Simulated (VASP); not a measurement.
Output of a VASP run:

### OUTCAR
```
 ion  position               nearest neighbor table
   1  0.000  0.000  0.000-   2 2.85   2 2.85   2 2.85   2 2.85
   2  0.250  0.250  0.250-   1 2.85   1 2.85   1 2.85   1 2.85
  LATTYP: Found a face centered cubic cell.
 ALAT       =     6.5786889498
 Subroutine PRICEL returns:
 Original cell was already a primitive cell.
 Subroutine GETGRP returns: Found 24 space group operations
The static configuration has the point symmetry T_d .
The dynamic configuration has the point symmetry T_d .
 Subroutine INISYM returns: Found 24 space group operations
 Subroutine IBZKPT returns following result:
 Found     35 irreducible k-points:

 Following reciprocal coordinates:
            Coordinates               Weight
  0.000000  0.000000  0.000000      1.000000
  0.111111  0.000000  0.000000      8.000000
  0.222222  0.000000  0.000000      8.000000
  0.333333  0.000000  0.000000      8.000000
  0.444444  0.000000  0.000000      8.000000
  0.111111  0.111111  0.000000      6.000000
  0.222222  0.111111  0.000000     24.000000
  0.333333  0.111111  0.000000     24.000000
  0.444444  0.111111  0.000000     24.000000
 -0.444444  0.111111  0.000000     24.000000
 -0.333333  0.111111  0.000000     24.000000
 -0.222222  0.111111  0.000000     24.000000
 -0.111111  0.111111  0.000000     12.000000
  0.222222  0.222222  0.000000      6.000000
  0.333333  0.222222  0.000000     24.000000
  0.444444  0.222222  0.000000     24.000000
 -0.444444  0.222222  0.000000     24.000000
 -0.333333  0.222222  0.000000     24.000000
 -0.222222  0.222222  0.000000     12.000000
  0.333333  0.333333  0.000000      6.000000
  0.444444  0.333333  0.000000     24.000000
 -0.444444  0.333333  0.000000     24.000000
 -0.333333  0.333333  0.000000     12.000000
  0.444444  0.444444  0.000000      6.000000
 -0.444444  0.444444  0.000000     12.000000
  0.333333  0.222222  0.111111     24.000000
  0.444444  0.222222  0.111111     48.000000
 -0.444444  0.222222  0.111111     48.000000
  0.444444  0.333333  0.111111     24.000000
 -0.444444  0.333333  0.111111     48.000000
 -0.333333  0.333333  0.111111     48.000000
 -0.222222  0.333333  0.111111     24.000000
 -0.444444  0.444444  0.111111     24.000000
 -0.333333  0.444444  0.111111     24.000000
 -0.333333  0.444444  0.222222     24.000000
   k-points           NKPTS =     35   k-points in BZ     NKDIM =     35   number of bands    NBANDS=     13
   number of dos      NEDOS =    301   number of ions     NIONS =      2
   total plane-waves  NPLWV =  46656
   dimension x,y,z NGX =    36 NGY =   36 NGZ =   36
   dimension x,y,z NGXF=    72 NGYF=   72 NGZF=   72
   ions per type =               1   1
   PREC   = accura    normal or accurate (medium, high low for compatibility)
   ISTART =      0    job   : 0-new  1-cont  2-samecut
   ICHARG =      2    charge: 1-file 2-atom 10-const
   ISPIN  =      1    spin polarized calculation?
   LNONCOLLINEAR =      F non collinear calculations
   LSORBIT =      F    spin-orbit coupling
   INIWAV =      1    electr: 0-lowe 1-rand  2-diag
   ENCUT  =  520.0 eV  38.22 Ry    6.18 a.u.   8.65  8.65  8.65*2*pi/ulx,y,z
   NELM   =    100;   NELMIN=  2; NELMDL= -5     # of ELM steps
   EDIFF  = 0.1E-05   stopping-criterion for ELM
   LREAL  =      F    real-space projection
   NLSPLINE    = F    spline interpolate recip. space projectors
   LMAXMIX     =    4 max onsite mixed and CHGCAR
   VOSKOWN=      0    Vosko Wilk Nusair interpolation
   EDIFFG = -.1E-01   stopping-criterion for IOM
   NSW    =     60    number of steps for IOM
   NBLOCK =      1;   KBLOCK =     60    inner block; outer block
   IBRION =      2    ionic relax: 0-MD 1-quasi-New 2-CG
   NFREE  =      1    steps in history (QN), initial steepest desc. (CG)
   ISIF   =      3    stress and relaxation
   ISYM   =      2    0-nonsym 1-usesym 2-fastsym
   TEIN   =    0.0    initial temperature
   TEBEG  =    0.0;   TEEND  =   0.0 temperature during run
...
```

OSZICAR:
```
       N       E                     dE             d eps       ncg     rms          rms(c)
DAV:   1     0.108406197671E+03    0.10841E+03   -0.80857E+03   910   0.137E+03
DAV:   2     0.463619305790E+00   -0.10794E+03   -0.10557E+03   940   0.307E+02
DAV:   3    -0.683460242800E+01   -0.72982E+01   -0.72588E+01  1205   0.860E+01
DAV:   4    -0.703899892972E+01   -0.20440E+00   -0.20431E+00  1105   0.169E+01
DAV:   5    -0.704692927899E+01   -0.79303E-02   -0.79302E-02  1309   0.272E+00    0.388E+00
DAV:   6    -0.695485205191E+01    0.92077E-01   -0.17844E-01  1237   0.708E+00    0.226E+00
DAV:   7    -0.694347850784E+01    0.11374E-01   -0.70390E-02  1172   0.279E+00    0.622E-01
DAV:   8    -0.694458081424E+01   -0.11023E-02   -0.75221E-03  1161   0.116E+00    0.242E-01
DAV:   9    -0.694521046389E+01   -0.62965E-03   -0.89820E-04  1000   0.286E-01    0.761E-02
DAV:  10    -0.694528895343E+01   -0.78490E-04   -0.65566E-05  1179   0.660E-02    0.324E-02
DAV:  11    -0.694533389878E+01   -0.44945E-04   -0.82761E-05   955   0.682E-02    0.195E-02
DAV:  12    -0.694533467560E+01   -0.77682E-06   -0.10111E-06   841   0.819E-03
   1 F= -.73896396E+01 E0= -.73897042E+01  d E =-.738964E+01
       N       E                     dE             d eps       ncg     rms          rms(c)
DAV:   1    -0.694506142207E+01    0.27248E-03   -0.15167E-02  1130   0.245E+00    0.150E-01
DAV:   2    -0.694455162811E+01    0.50979E-03   -0.11173E-03  1105   0.753E-01    0.547E-02
DAV:   3    -0.694446922845E+01    0.82400E-04   -0.26199E-04  1210   0.326E-01    0.290E-02
DAV:   4    -0.694446914621E+01    0.82233E-07   -0.80591E-06   925   0.286E-02
   2 F= -.73896566E+01 E0= -.73897194E+01  d E =-.170486E-04
```

### OUTCAR
```
------------------------ aborting loop because EDIFF is reached ----------------------------------------
 Edisp (eV)   -0.44519
  FORCE on cell =-STRESS in cart. coord.  units (eV):
  Direction    XX          YY          ZZ          XY          YZ          ZX
  --------------------------------------------------------------------------------------
  Total       0.01098     0.01098     0.01098    -0.00000     0.00000    -0.00000
  in kB       0.24769     0.24769     0.24769    -0.00000     0.00000    -0.00000
  external pressure =        0.25 kB  Pullay stress =        0.00 kB
  volume of cell :       71.04
      direct lattice vectors                 reciprocal lattice vectors
     0.000000000  3.287255157  3.287255157    -0.152102583  0.152102583  0.152102583
     3.287255157  0.000000000  3.287255157     0.152102583 -0.152102583  0.152102583
     3.287255157  3.287255157  0.000000000     0.152102583  0.152102583 -0.152102583
  FREE ENERGIE OF THE ION-ELECTRON SYSTEM (eV)
  ---------------------------------------------------
  free  energy   TOTEN  =        -7.3896566372 eV

  energy  without entropy=       -7.3898447795  energy(sigma->0) =       -7.38971935

 reached required accuracy - stopping structural energy minimisation
```
(Selected blocks of OUTCAR.)

**POSCAR**
```
InSb
1
    0.0000000000     3.2893444749     3.2893444749
    3.2893444749     0.0000000000     3.2893444749
    3.2893444749     3.2893444749     0.0000000000
In Sb
1 1
Direct
  0.0000000000   0.0000000000   0.0000000000
  0.2500000000   0.2500000000   0.2500000000
```

Question: Reconstruct the remaining input files.

Answer: Several could match; the one computed here: the input of the run itself, PBE GGA with D3 dispersion (zero damping), plane waves, VASP's PBE PAW potentials (set 64).

File KPOINTS:
```
kpoints
0
Gamma
 9 9 9
```

### INCAR
```
IVDW  =  11
ENCUT  =  520
EDIFF  =  1E-6   ! SCF stop (eV)
SIGMA  =  0.1
LCHARG  =  .FALSE.
LWAVE  =  .FALSE.
GGA  =  PE
LASPH  =  .TRUE.   ! aspherical one-centre terms
NSW  =  60   ! most ionic steps
LMAXMIX  =  4   ! l cut-off of mixed one-centre charges
SYSTEM  =  InSb
LREAL  =  .FALSE.   ! projection in real space or not
IBRION  =  2   ! conjugate gradients
EDIFFG  =  -0.01
ISIF  =  3   ! ions, shape and volume
ALGO  =  Normal
NELM  =  100   ! most electronic steps
PREC  =  Accurate
ISMEAR  =  1   ! Methfessel-Paxton
```

POTCAR, in this order: In_d Sb (PBE.64 set). Program: vasp_std.

The compound is InSb in the zinc blende structure. This run relaxes it. Symmetry was kept, so distortions that lower it aren't found. The start is the result of an earlier pass.
